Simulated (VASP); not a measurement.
CsPbCl₃ (cubic perovskite) relaxed at rising pressure, in one space group throughout; other phases were not tried. The pressures are those reached. These are LDA (Ceperley-Alder, Perdew-Zunger), VASP's LDA PAW potentials (set 64) (plane waves; VASP) values and carry that method's errors.

```tsv
P (GPa)	V (Å³/atom)	k-mesh
0.03	33.763	4×4×4
4.98	29.834	4×4×4
10.00	27.261	5×5×5
19.92	24.336	5×5×5
29.92	22.430	5×5×5
```

A change of mesh leaves a small step in the series.

Problem. Fit an equation of state and predict the volume at 45.09 GPa.

Solution. Least squares on the third-order Birch-Murnaghan form, P = (3B0/2)(y⁷ − y⁵)[1 + (3/4)(B′ − 4)(y² − 1)] with y = (V0/V)^(1/3), gives V0 = 33.870 Å³/atom, B0 = 29 GPa and B′ = 4.5, and so 20.469 Å³/atom. The run gave 20.446 Å³/atom, -0.1 % from the fit.

Pressures at which the relaxation failed are left out.

The compound is CsPbCl3 in the cubic perovskite structure, the ideal cubic form; the compound distorts at low or room temperature.
